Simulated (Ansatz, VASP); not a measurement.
## Cross-check of Ta4O (O/Ta(110)) between VASP and Ansatz

Wanted: the spread between two codes on one cell, functional and k mesh. Of the first pair: The structure shown is the start of the Ansatz relaxation below; VASP solves that cell, so the two are compared at the walk's first step.

Main program and level: Ansatz 0.2.0; plane waves, with VASP 6.6.1 beside it; single point at PBE.

## (1) Starting point

The cell holds 5 atoms: 4 Ta and 1 O. Cell: a = 2.867 Å, b = 2.867 Å, c = 26.770 Å, α = 90.0°, β = 90.0°, γ = 70.5°. Vacuum lies along c.

## (2) Ansatz: relaxation, PBE

Ansatz runs on its default PAW (the set named soft_2) files.

The two programs are compared at the cell with which this relaxation starts, whose forces are those of its first step.

input.yaml reads:

```yaml
crystal:
  lattice:
    - [2.3405234457, -1.655, 0.0]
    - [2.3405234457, 1.655, 0.0]
    - [0.0, 0.0, 26.7701153285]
  atoms:
    - { symbol: Ta, position: [0.0, 0.0, 0.3361957873] }
    - { symbol: Ta, position: [0.5, 0.5, 0.4236262454] }
    - { symbol: Ta, position: [0.0, 0.0, 0.5111462895] }
    - { symbol: Ta, position: [0.5, 0.5, 0.595171029] }
    - { symbol: O, position: [0.84, 0.84, 0.6638042127] }
kpoints:
  mp_grid: { grid: [12, 12, 1] }
hamiltonian:
  xc: pbe
scf:
  occupations: { method: fermi_dirac, width: 0.1 }
  convergence: { dr2_threshold: 1.0e-08 }
efield:
  axis: 3
  dipole_correction: true
  ramp_position: 0.97
  ramp_width: 0.06
relax:
  f_tol: 0.02
  max_steps: 60
  constraints: [{ sites: [0, 1] }]
output:
  write_potential: true
  write_density: true
  volumetric_format: npy
```

Command:

```
$ ansatz run input.yaml --threads 4 --pin off --max-ram 6144MiB --backend cpu --events-out ev --progress --plain --runs-dir out
```

Numbers of over 12 decimals in the logs are rounded to 6 here.

The program printed:

```text
Engine: ansatz 0.2.0, x86_64-unknown-linux-gnu
Pseudopotentials: kind: paw
Pseudopotential: Ta, paw, valence charge 13, recommended cutoff 420 eV (normal), Ta.paw.azcp
Pseudopotential: O, paw, valence charge 6, recommended cutoff 420 eV (normal), O.paw.azcp
Functional definition: PBE
  parameter kappa = 0.804
  parameter beta = 0.066725
  exchange = pbe_x(kappa = kappa, mu = beta*pi^2/3)
  correlation = pbe_c(beta = beta)
Crystal: 5 atoms, lattice volume = 207.392 Å³
Basis set: ecut = 420 eV, 4067 PW (Γ), exchange–correlation on 40×40×360 points (8 copies of the dense FFT grid, shifted against one another)
Bands: 35, of which v1, the nominal top of the filled ones, is band 29 counted from 1 (28 counted from 0)
Symmetry: 2 space group operations
Space group: Cm (ITA 8), of the structure as read, at distance tolerance 5.9e-5 Å
k-points: 43 of 144 (time reversal used)
Non-local potential: Ta, projectors of the file, l = 0: 3, l = 1: 2, l = 2: 2, l = 3: 1
Non-local potential: O, projectors of the file, l = 0: 2, l = 1: 2, l = 2: 1
PAW form: soft (Blöchl's): semilocal exchange-correlation on the pseudo side does not see the compensation charge
PAW one-centre angular grid: Ta, 590 points (default); XC on 64 Gauss nodes
PAW one-centre angular grid: O, 110 points (default); XC on 64 Gauss nodes
Initial density: superposition of atomic densities (neutral atoms: chi_scale 0, normalization atom), corrected by the library's trained network
Initial wavefunctions: pseudopotential atomic-orbital guess
Functional: x = pbe(κ = 0.804, μ = 0.219515), c = pbe(β = 0.066725)
SCF iter   1: F=—  HF=-40293.356606 eV  |F-HF|=—  |Δ(HF+E_count)|=         —  Δρ=1.30e-2  dr2=1.47e1  ethr=1.77e-3  p=-0.170 e·Å  D=-1.48e-1 V/Å  ΔV_dip=3.97 eV  dr2_dipole=6.92e0  V_vac-E_F(+/−)=9.29/5.32 eV  ⟨swp⟩=8.7  Hψ=7915  notcnv=0
efield: sawtooth ramp at fractional position 0.9700 (set: `efield.ramp_position`, or a place that a band, a saddle search or an elastic batch's reference lends), width 0.0600; the density the first Hamiltonian is built on has a dipole p = -0.170 e·Å; the dipole correction subtracts the counter field D = -1.48e-1 V/Å, which shifts the + side's vacuum level by +3.97 eV against the − side's; the planar-averaged density in the ramp window peaks in size at 1.1e-5 e/Å³
preconditioner: auto → LDOS  [metal: Δε(μ)=0.025 eV  Ē_g=5.023 eV  σ=0.100 eV  W_gap=0.06  n_scr=18 (ndim 8)  ℏωp=13.1 eV  f_vac=0.548  D(μ)=5.47/eV (n_scr^D=18)  β→1.0]
SCF iter   2: F=—  HF=-40293.188196 eV  |F-HF|=—  |Δ(HF+E_count)|=   1.68e-1  Δρ=2.94e-3  dr2=8.57e-2  ethr=1.77e-3  p=-0.179 e·Å  D=-1.56e-1 V/Å  ΔV_dip=4.18 eV  dr2_dipole=3.68e-2  V_vac-E_F(+/−)=8.97/4.79 eV  ⟨swp⟩=2.2  Hψ=1957  notcnv=0
SCF iter   3: F=—  HF=-40293.190861 eV  |F-HF|=—  |Δ(HF+E_count)|=   2.67e-3  Δρ=1.08e-3  dr2=4.91e-3  ethr=1.48e-4  p=-0.180 e·Å  D=-1.57e-1 V/Å  ΔV_dip=4.20 eV  dr2_dipole=1.01e-4  V_vac-E_F(+/−)=9.01/4.81 eV  ⟨swp⟩=2.0  Hψ=1969  notcnv=0
SCF iter   4: F=—  HF=-40293.190747 eV  |F-HF|=—  |Δ(HF+E_count)|=   1.13e-4  Δρ=2.47e-4  dr2=1.86e-4  ethr=8.46e-6  p=-0.180 e·Å  D=-1.57e-1 V/Å  ΔV_dip=4.20 eV  dr2_dipole=2.37e-5  V_vac-E_F(+/−)=9.00/4.80 eV  ⟨swp⟩=2.4  Hψ=2243  notcnv=0
SCF iter   5: F=—  HF=-40293.190777 eV  |F-HF|=—  |Δ(HF+E_count)|=   3.00e-5  Δρ=5.55e-5  dr2=6.95e-6  ethr=3.20e-7  p=-0.180 e·Å  D=-1.57e-1 V/Å  ΔV_dip=4.20 eV  dr2_dipole=3.23e-7  V_vac-E_F(+/−)=9.00/4.79 eV  ⟨swp⟩=2.9  Hψ=2700  notcnv=0
SCF iter   6: F=—  HF=-40293.190633 eV  |F-HF|=—  |Δ(HF+E_count)|=   1.45e-4  Δρ=1.70e-5  dr2=6.20e-7  ethr=1.20e-8  p=-0.180 e·Å  D=-1.57e-1 V/Å  ΔV_dip=4.21 eV  dr2_dipole=7.55e-8  V_vac-E_F(+/−)=9.00/4.79 eV  ⟨swp⟩=3.0  Hψ=2986  notcnv=0
SCF iter   7: F=—  HF=-40293.190634 eV  |F-HF|=—  |Δ(HF+E_count)|=   7.81e-7  Δρ=6.27e-6  dr2=1.78e-7  ethr=1.07e-9  p=-0.180 e·Å  D=-1.57e-1 V/Å  ΔV_dip=4.21 eV  dr2_dipole=3.19e-12  V_vac-E_F(+/−)=9.00/4.79 eV  ⟨swp⟩=2.7  Hψ=2826  notcnv=0
SCF iter   8: F=—  HF=-40293.190634 eV  |F-HF|=—  |Δ(HF+E_count)|=   2.51e-8  Δρ=1.64e-6  dr2=1.24e-8  ethr=3.06e-10  p=-0.180 e·Å  D=-1.57e-1 V/Å  ΔV_dip=4.21 eV  dr2_dipole=2.01e-9  V_vac-E_F(+/−)=9.00/4.79 eV  ⟨swp⟩=2.6  Hψ=2721  notcnv=0
SCF iter   9: F=-40293.190634 eV  HF=-40293.190634 eV  |F-HF|=4.26e-9  |Δ(HF+E_count)|=   4.78e-8  Δρ=4.71e-7  dr2=3.96e-10  ethr=1.72e-11  p=-0.180 e·Å  D=-1.57e-1 V/Å  ΔV_dip=4.21 eV  dr2_dipole=4.07e-12  V_vac-E_F(+/−)=9.00/4.79 eV  ⟨swp⟩=11.2  Hψ=11431  notcnv=0
SCF 1 converged in 9 iterations: F = -40293.190634 eV  dr2 = 3.96e-10
  greatest PAW one-centre occupation: 0.999 electrons in one spin orbital (limit 2), on the Ta atom at site 2 (counted from 0), in its partial waves of l = 0
relax step   1: F+E_penalty+E_count = -40293.19063370 eV  Δ(F+E_penalty+E_count) = +0.000e0 eV  max|allowed force component| = 5.851e0 eV/Å  Δτ_max = 0.0000 Å  (9 SCF iters, accepted)
[...]
relax step   7: F+E_penalty+E_count = -40296.14235382 eV  Δ(F+E_penalty+E_count) = -8.265e-3 eV  max|allowed force component| = 1.801e-1 eV/Å  Δτ_max = 0.0949 Å  (8 SCF iters, accepted)
[...]
relax step   8: F+E_penalty+E_count = -40296.14719654 eV  Δ(F+E_penalty+E_count) = -4.843e-3 eV  max|allowed force component| = 1.986e-2 eV/Å  Δτ_max = 0.0280 Å  (7 SCF iters, accepted)
NSCF: frozen V_eff on 43 k-points
the band table was solved once a step of the walk had ended and its energy, with any forces and stress, was formed, with the checks that follow a solve (7978 applications of the Hamiltonian). They found nothing against the state; the energy, forces and stress were not computed again (output.eigenvalues in the input reference)
WARN: The input density's exchange-correlation potential varies sharply where the density is thin. Do not read a vacuum level from v_tot or v_xc, or from such a field of the output density. On a cell that repeats whose density bears no net charge and no dipole along the vacuum's axis use v_es (v_loc + v_h of the components); under efield.dipole_correction with no amplitude use v_es + v_field, which holds any external [...]
SCF converged after 7 iterations
Free energy (F): -40296.147197 eV
Harris-Foulkes:  -40296.147197 eV  (|F-HF|=2.66e-8)
Internal energy: -40295.982778 eV  (E = F + TS)
E sigma→0 (E₀):  -40296.064987 eV
Entropy (-TS):   -0.164418 eV (-32.884 meV/atom)
Fermi energy:    3.638845 eV
Dipole field:    D = -0.033030 V/Å  (p = -0.037856 e·Å, saw-weighted, corrected)
Work function:   Φ+ = 5.6873 eV   Φ− = 4.8030 eV
Levels:          The Fermi level and band energies are counted from a zero that moves with the ramp; work functions are not
--- Per-component energies (eV) ---
  E_band       = -1249.180370
  E_kinetic    = 1635.641951
  E_local      = -71194.234674  (includes V_loc(G=0)·N_el)
  E_nonlocal   = 106.365423
  E_hartree    = 34799.088097
  E_xc         = -945.537154
  E_vxc        = -907.492866  (∫ρ·V_xc dr)
  E_paw        = -33744.102611  (= ΣΔE_a)
  E_vpaw       = -486.905212  (= ΣTr[D̂ρ^β])
  E_aug_tail   = 0.003042  (compensation charges beyond the density's cutoff)
  E_efield     = 0.000625  (sawtooth field / dipole correction)
  E_vefield    = -0.736637  (∫n·V_field dr)
  E_ewald      = 29046.792523
  E_smearing   = -0.164418  (= −TS)
  E_closure    = -0.000000  (closes the sum)
  Σ components = -40296.147197   (vs F -40296.147197, Δ=0.00e0)
--- Forces (eV/Å), atoms counted from 1 ---
  atom   1  Ta     0.01581932     0.00000000     0.40203130
  atom   2  Ta    -0.01523121     0.00000000    -0.40197569
  atom   3  Ta     0.00007033     0.00000000    -0.00655576
  atom   4  Ta    -0.00871708     0.00000000     0.01986207
  atom   5  O      0.00805116     0.00000000    -0.01333137
  max |Σ_I F_I| component: 3.06e-5 eV/Å
--- Band table (eV; the first three rows and the last of 43) ---
  k-point 0: bands = [... 25 lower, 2.7736, 3.2792, 3.4889, 4.0303, 4.0893, 4.3790, 4.8145, 4.9147, ... 2 higher]
  k-point 1: bands = [... 25 lower, 2.7772, 3.2099, 3.4619, 3.8619, 4.1015, 4.1632, 4.6861, 5.1686, ... 2 higher]
  k-point 2: bands = [... 25 lower, 2.7157, 2.9986, 3.3247, 3.5066, 3.6125, 4.1217, 4.8673, 5.6037, ... 2 higher]
  k-point 42: bands = [... 25 lower, 2.6904, 3.2328, 3.9666, 4.4039, 5.1492, 5.6640, 6.1888, 6.6451, ... 2 higher]
--- Relaxed structure (8 steps of the walk, 8 accepted, 0 SCFs on fresh bases) ---
  F+E_penalty+E_count = -40296.14719654 eV   max|allowed force component| = 1.986e-2 eV/Å
  atoms:
    - { symbol: Ta, position: [0.0, 0.0, 0.336196] }
    - { symbol: Ta, position: [0.5, 0.5, 0.423626] }
    - { symbol: Ta, position: [-0.014545, -0.014545, 0.511112] }
    - { symbol: Ta, position: [0.430765, 0.430765, 0.600040] }
    - { symbol: O, position: [0.809072, 0.809072, 0.640470] }
```

Reading the cycles: dr2 is the Hartree energy of the density residual (eV), the measure of convergence; HF is the Harris–Foulkes estimate of the energy, which meets the free energy F at convergence.

## (3) VASP: single point, PBE, start cell, pair 1

The same cell, functional, mesh and smearing now go to VASP, with its own data sets.

Lines of VASP's logs that name or quote its potential files are left out, and so is its time.

INCAR reads:

```
SYSTEM = Ta4O
PREC = Accurate
ENCUT = 520
EDIFF = 1E-06
NELM = 120
ISMEAR = -1
SIGMA = 0.1
LREAL = .FALSE.
ALGO = Normal
GGA = PE
NBANDS = 31
LASPH = .TRUE.
LORBIT = 11
LWAVE = .FALSE.
LCHARG = .FALSE.
ISIF = 2
LDIPOL = .TRUE.
IDIPOL = 3
DIPOL = 0.5 0.5 0.507
LVHAR = .TRUE.
GGA_COMPAT = .FALSE.
NELMDL = -8
KPAR = 4
```

POSCAR reads:

```
Ta4O
1.0
    2.3405234457     -1.6550000000      0.0000000000
    2.3405234457      1.6550000000      0.0000000000
    0.0000000000      0.0000000000     26.7701153285
Ta O
4 1
Direct
    0.0000000000      0.0000000000      0.3361957873
    0.4999999048      0.4999999048      0.4236262288
    0.0000000000      0.0000000000      0.5111462850
    0.4999999048      0.4999999048      0.5951710258
    0.8399999169      0.8399999169      0.6638042004
```

KPOINTS reads:

```
Automatic mesh
0
Gamma
12 12 1
0 0 0
```

The projector-augmented-wave data sets are Ta_pv and O (PBE family, release 64).

Command:

```
$ mpirun -np 4 vasp_std
```

The program printed:

```text
[banner, memory and clock lines left out]
running    4 mpi-ranks, on    1 nodes
 distrk:  each k-point on    1 cores,    4 groups
 distr:  one band on    1 cores,    1 groups

 POSCAR found type information on POSCAR TaO
 POSCAR found :  2 types and       5 ions
 LDA part: xc-table for (Slater+PW92), standard interpolation
 POSCAR, INCAR and KPOINTS ok, starting setup
 FFT: planning ... GRIDC
 FFT: planning ... GRID_SOFT
 FFT: planning ... GRID
 WAVECAR not read
 entering main loop
       N       E                     dE             d eps       ncg     rms          rms(c)
DAV:   1     0.407563865120E+03    0.40756E+03   -0.28117E+04  3330   0.143E+03
DAV:   2    -0.313423575864E+02   -0.43891E+03   -0.42919E+03  3221   0.375E+02
DAV:   3    -0.562946101518E+02   -0.24952E+02   -0.23836E+02  3391   0.761E+01
DAV:   4    -0.572330346723E+02   -0.93842E+00   -0.92561E+00  3479   0.140E+01
DAV:   5    -0.572721740673E+02   -0.39139E-01   -0.39058E-01  3717   0.234E+00
DAV:   6    -0.572729655904E+02   -0.79152E-03   -0.79096E-03  3765   0.331E-01
DAV:   7    -0.572729921476E+02   -0.26557E-04   -0.26553E-04  3693   0.513E-02
DAV:   8    -0.572729931594E+02   -0.10119E-05   -0.10116E-05  3085   0.866E-03    0.270E+01
DAV:   9    -0.149173356158E+03   -0.91900E+02   -0.74261E+02  4604   0.105E+02    0.485E+01
DAV:  10    -0.609111697060E+02    0.88262E+02   -0.11228E+03  4630   0.592E+01    0.242E+01
DAV:  11    -0.519278627116E+02    0.89833E+01   -0.21516E+02  3637   0.529E+01    0.123E+01
DAV:  12    -0.551480305549E+02   -0.32202E+01   -0.31106E+01  3626   0.279E+01    0.141E+01
DAV:  13    -0.519841907880E+02    0.31638E+01   -0.20648E+01  3748   0.150E+01    0.771E+00
DAV:  14    -0.517153727474E+02    0.26882E+00   -0.19053E+00  3840   0.803E+00    0.567E+00
[...]
DAV:  30    -0.514826773962E+02   -0.27195E-04   -0.20351E-05  3107   0.198E-02    0.184E-02
DAV:  31    -0.514827033754E+02   -0.25979E-04   -0.48057E-06  2683   0.890E-03    0.108E-02
DAV:  32    -0.514827299655E+02   -0.26590E-04   -0.10413E-05  2548   0.114E-02    0.420E-03
DAV:  33    -0.514827430772E+02   -0.13112E-04   -0.20588E-06  2195   0.565E-03    0.170E-03
DAV:  34    -0.514827512889E+02   -0.82116E-05   -0.75975E-07  2085   0.272E-03    0.147E-03
DAV:  35    -0.514827545631E+02   -0.32742E-05   -0.24047E-07  1909   0.139E-03    0.104E-03
DAV:  36    -0.514827564224E+02   -0.18593E-05   -0.15668E-07  1786   0.188E-03    0.738E-04
DAV:  37    -0.514827570277E+02   -0.60528E-06   -0.55887E-08  1627   0.100E-03
   1 F= -.51482757E+02 E0= -.51382610E+02  d E =-.200293E+00
```

Parts of OUTCAR (step 3):

```text
ion  position               nearest neighbor table
   1  0.000  0.000  0.336-   2 2.87   2 2.87   2 3.31   2 3.31
   2  0.500  0.500  0.424-   1 2.87   1 2.87   3 2.87   3 2.87   1 3.31   1 3.31   3 3.31   3 3.31

  LATTYP: Found a base centered orthorhombic cell.
 ALAT       =     3.3100000000
 B/A-ratio  =     1.4142135624
 C/A-ratio  =     8.0876481355

 Subroutine GETGRP returns: Found  2 space group operations
 (whereof  2 operations were pure point group operations)

The static configuration has the point symmetry C_1h.

 Found     43 irreducible k-points:

   k-points           NKPTS =     43   k-points in BZ     NKDIM =     43   number of bands    NBANDS=     31

   dimension x,y,z NGX =    24 NGY =   24 NGZ =  200
   dimension x,y,z NGXF=    48 NGYF=   48 NGZF=  400

   ENCUT  =  520.0 eV  38.22 Ry    6.18 a.u.   5.33  5.33 49.77*2*pi/ulx,y,z

   NELECT =      50.0000    total number of electrons

 k-points in reciprocal lattice and weights: Automatic mesh
   0.00000000  0.00000000  0.00000000       0.007
   0.08333333 -0.00000000  0.00000000       0.028
   0.16666667 -0.00000000  0.00000000       0.028
   0.25000000 -0.00000000  0.00000000       0.028
   0.33333333 -0.00000000  0.00000000       0.028
   0.41666667 -0.00000000  0.00000000       0.028
   0.50000000 -0.00000000  0.00000000       0.014
   0.08333333  0.08333333  0.00000000       0.014
   0.16666667  0.08333333  0.00000000       0.028
[...]
-0.41666667  0.41666667  0.00000000       0.014
   0.50000000  0.50000000  0.00000000       0.007

 dipolmoment           0.000000      0.000000      0.180685 electrons x Angstroem

 average (electrostatic) potential at core
       1 -44.7152       2 -44.2760       3 -44.1293       4 -44.8895       5 -76.6783

 E-fermi :  -2.2527

 k-point     1 :       0.0000    0.0000    0.0000
  band No.  band energies     occupation
    ...
     19      -3.4797      1.99999
     20      -3.3600      1.99997
     21      -2.7853      1.99032
     22      -2.6182      1.94961
     23      -2.2085      0.78283
     24      -2.1326      0.46274
     25      -1.9025      0.05851
     26      -1.6185      0.00352
     27      -1.5952      0.00279
     28      -1.3158      0.00017
    ...

 k-point     2 :       0.0833   -0.0000    0.0000
  band No.  band energies     occupation
    ...
     20      -3.3398      1.99996
     21      -2.8129      1.99265
     22      -2.6810      1.97279
     23      -2.3513      1.45686
     24      -2.1744      0.62725
     25      -2.0794      0.30053
     26      -1.7877      0.01895
     27      -1.6111      0.00326
     28      -1.4301      0.00054
     29      -0.9475      0.00000
    ...

 k-point     3 :       0.1667   -0.0000    0.0000
  band No.  band energies     occupation
    ...
     22      -2.8555      1.99519
     23      -2.6064      1.94348
     24      -2.4205      1.68528
     25      -2.3380      1.40264
     26      -2.1952      0.72042
     27      -1.9623      0.10396
     28      -1.0479      0.00001
     29      -0.6111      0.00000
     30       0.4449      0.00000
     31       0.6830      0.00000

  Total       -1.3600265     -3.2238706     -9.2565906      0.0000000      0.0000000     -1.2927227
  in kB      -10.5067092    -24.9055968    -71.5105972      0.0000000      0.0000000     -9.9867628
  external PRESSURE =     -35.6409677 kB  Pullay stress =       0.0000000 kB

  energy-cutoff  :      520.00
  volume of cell :      207.39
      direct lattice vectors                 reciprocal lattice vectors
     2.340523446 -1.655000000  0.000000000     0.213627426 -0.302114804  0.000000000
     2.340523446  1.655000000  0.000000000     0.213627426  0.302114804  0.000000000
     0.000000000  0.000000000 26.770115329     0.000000000  0.000000000  0.037355087

 POSITION                                       TOTAL-FORCE (eV/Angst)
 -----------------------------------------------------------------------------------
      0.00000      0.00000      9.00000         0.011740      0.000000      0.368821
      2.34052      0.00000     11.34052         0.004665      0.000000     -0.388087
      0.00000      0.00000     13.68344         0.075568      0.000000     -0.539529
      2.34052      0.00000     15.93280         0.462966      0.000000      5.817833
      3.93208      0.00000     17.77012        -0.554939      0.000000     -5.259038
 -----------------------------------------------------------------------------------
    total drift:                               -0.000253     -0.000000     -0.000054

  FREE ENERGIE OF THE ION-ELECTRON SYSTEM (eV)
  ---------------------------------------------------
  free  energy   TOTEN  =       -51.4827570277 eV

  energy  without entropy=      -51.2824636474  energy(sigma->0) =      -51.38261034

 vacuum level on the upper side and lower side of the slab         6.753         2.534

 total charge
# of ion       s       p       d       tot
------------------------------------------
    1        0.374   6.089   2.358   8.821
    2        0.370   6.171   2.370   8.910
    3        0.374   6.187   2.390   8.951
    4        0.343   6.164   2.215   8.722
    5        1.610   3.092   0.000   4.702
--------------------------------------------------
tot          3.070  27.703   9.334  40.107

[... 3 further parts left out ...]
```

## (4) Differences

Known differences besides the potentials themselves: the data sets hold 58 valence electrons in Ansatz (on its default PAW (the set named soft_2) files) and 50 in VASP; the cutoff is 420 eV in Ansatz and 520 eV in VASP. Total energies have different zeros and are not compared.

Forces (eV/Å; atoms numbered as in POSCAR):

```
atom         Ansatz x, y, z           VASP x, y, z
 Ta1    0.012, 0.000, 0.371    0.012, 0.000, 0.369
 Ta2   0.005, 0.000, -0.381   0.005, 0.000, -0.388
 Ta3   0.076, 0.000, -0.546   0.076, 0.000, -0.540
 Ta4    0.470, 0.000, 5.851    0.463, 0.000, 5.818
  O5  -0.562, 0.000, -5.295  -0.555, 0.000, -5.259
```

The forces differ by 13 meV/Å r.m.s., which is 0.6 % of the r.m.s. force of 2.043 eV/Å (both taken over all components). With vacuum in the cell, a pressure given here is an average over mostly empty space and none of the material.

## (5) Ansatz: relaxation, PBE

This run makes the geometry at which the two programs are then compared.

The structure compared here is the end of the Ansatz relaxation.

input.yaml is that of step 2.

Command:

```
$ ansatz run input.yaml --threads 4 --pin off --max-ram 6144MiB --backend cpu --events-out ev --progress --plain --runs-dir out
```

The program printed:

```text
[...]
Crystal: 5 atoms, lattice volume = 207.392 Å³
Basis set: ecut = 420 eV, 4067 PW (Γ), exchange–correlation on 40×40×360 points (8 copies of the dense FFT grid, shifted against one another)
Bands: 35, of which v1, the nominal top of the filled ones, is band 29 counted from 1 (28 counted from 0)
Symmetry: 2 space group operations
[...]
F+E_penalty+E_count = -40296.14719654 eV   max|allowed force component| = 1.986e-2 eV/Å
  atoms:
    - { symbol: Ta, position: [0.0, 0.0, 0.336196] }
    - { symbol: Ta, position: [0.5, 0.5, 0.423626] }
    - { symbol: Ta, position: [-0.014545, -0.014545, 0.511112] }
    - { symbol: Ta, position: [0.430765, 0.430765, 0.600040] }
    - { symbol: O, position: [0.809072, 0.809072, 0.640470] }
[key lines of the parts left out:]
SCF converged after 7 iterations
Free energy (F): -40296.147197 eV
Fermi energy:    3.638845 eV
Dipole field:    D = -0.033030 V/Å  (p = -0.037856 e·Å, saw-weighted, corrected)
Work function:   Φ+ = 5.6873 eV   Φ− = 4.8030 eV
```

(Part 1 of 2 ends here.)

[Lines on the potential files, build, host, timing and source positions are cut from VASP's logs without a mark.]

[Logs are printed without paths, hosts, clocks, repeated set-up lines and the standing remarks that a program may print on its own settings, such as how far it seeks lower states.]

[Hosts, paths, dates, database ids (printed as entryN), source tags and the programs' standing remarks are cut or masked in the printed files.]
